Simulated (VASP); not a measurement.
**BN: stress against strain**

BN (layered hexagonal, P6_3/mmc, 9.272 Å³/atom and stress up to 0.13 GPa in the relaxed cell, c along z) under a strain ε along c (axis z), the other axes held. PBEsol in VASP (plane waves, PAW), 600 eV, 18×18×6 Γ-centred mesh, Gaussian smearing 0.05 eV; ions are relaxed, or left where forces stay under 0.02 eV/Å, within the symmetry of each cell. Stress is positive for a compressed cell.

Here s stands for strain and y for stress zz.

| strain (%) | stress zz (GPa) |
|---|---|
| -1.50 | 0.39 |
| -1.00 | 0.30 |
| -0.50 | 0.21 |
| 0.00 | 0.13 |
| 0.50 | 0.05 |
| 1.00 | -0.02 |
| 1.50 | -0.08 |
| 3.00 | ? |

Fit y of the 7 rows that show it with a straight line. Means: s 0, y 0.140. About the means, the sum of products is -1.1050 and the sum of squares of s is 7.0000; the slope is their ratio. Least squares gives y = 0.140 - 0.1579·s. Residuals (row less fit): 0.013, 0.002, -0.009, -0.010, -0.011, -0.002, 0.017; standard error 0.012 (degrees of freedom: 5). The slope gives the elastic constant C33 = 15.8 ± 0.5 GPa (± standard error of the fit, which holds the terms cut off).

Q: What does the fit predict for y at s = 3.00, and how far is the calculated value from it?

A: y = 0.140 - 0.1579 × 3.0 = -0.334 GPa. The calculation gives -0.24 GPa, 0.094 GPa above the prediction (14.9 % of the range of y in the table). The row lies outside the fitted rows, so this is an extrapolation. From the scatter of the fitted rows alone, a prediction at this place has a standard error of 0.019 GPa, so the miss is 4.9 times that.

A polynomial of degree 2 through the 12 other runs of the series gives -0.24 there, so most of the miss is curvature that the fit leaves out. For BN: without a dispersion term in the relaxation, distances and binding between the weakly bound layers, chains or molecules are unreliable, and so is what depends on them. Rows are the converged runs of the series near zero and its far end, less any whose ions stayed unrelaxed beside relaxed ones; series whose fitted rows scatter by over a few per cent of the range, as at a crossing or softening among them, aren't shown in this form. Most that stay on the fit to the last digits aren't either.
